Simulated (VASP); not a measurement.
Here is a VASP 6.6.1 calculation.

The input run.py:

```python
from ase.calculators.vasp import Vasp
from ase.dft.bandgap import bandgap
from ase.io import read

atoms = read('GaSn.cif')
calc = Vasp(
    directory='calc',
    xc='am05',
    pp='PBE',
    setups='recommended',
    pp_version='54',
    prec='Accurate',
    encut=520,
    ediff=1e-07,
    ismear=1,
    sigma=0.1,
    lreal=False,
    lasph=True,
    nelm=60,
    algo='Normal',
    isif=2,
    lwave=False,
    lcharg=False,
    kpts=[8, 8, 5],
    gamma=True,
)
atoms.calc = calc

print('energy (eV):', atoms.get_potential_energy())
print('free energy (eV):', atoms.get_potential_energy(force_consistent=True))
print('forces (eV/A):')
print(atoms.get_forces())
print('stress (eV/A^3, Voigt):', atoms.get_stress())
print('Fermi level (eV):', calc.get_fermi_level())
gap, top, bottom = bandgap(calc)
print('band gap (eV):', gap, 'from (spin, k, band)', top, 'to', bottom)
```

Contents of GaSn.cif:

```cif
data_GaSn
_cell_length_a 4.05553737
_cell_length_b 4.05553737
_cell_length_c 6.18611902
_cell_angle_alpha 90.00000000
_cell_angle_beta 90.00000000
_cell_angle_gamma 119.99999993
_space_group_name_H-M_alt 'P1'
_space_group_name_Hall 'P 1'
_space_group_IT_number 1
loop_
_space_group_symop_operation_xyz
'x,y,z'
loop_
_atom_site_label
_atom_site_type_symbol
_atom_site_symmetry_multiplicity
_atom_site_Wyckoff_symbol
_atom_site_fract_x
_atom_site_fract_y
_atom_site_fract_z
_atom_site_occupancy
Ga1 Ga 1 a 0.6666666700 0.3333333300 0.7500000000 1
Ga2 Ga 1 a 0.3333333300 0.6666666700 0.2500000000 1
Sn1 Sn 1 a 0.0000000000 0.0000000000 0.0000000000 1
Sn2 Sn 1 a 0.0000000000 0.0000000000 0.5000000000 1
```

Potentials or basis: VASP PAW PBE potentials, release 54 (Ga_d, Sn_d).

Command:

```bash
$ python run.py
```

Question: Estimate the pressure.

Answer: 6.0 GPa.

Question: Predict the band gap on the k mesh.

Answer: None (metal or under the smearing width).

Stress tensor (GPa, compression positive):
```
5.21 0.00 0.00
0.00 5.21 0.00
0.00 0.00 7.61
```

Caveat: the PAW data sets were made with another functional, which shifts forces and pressure a little.
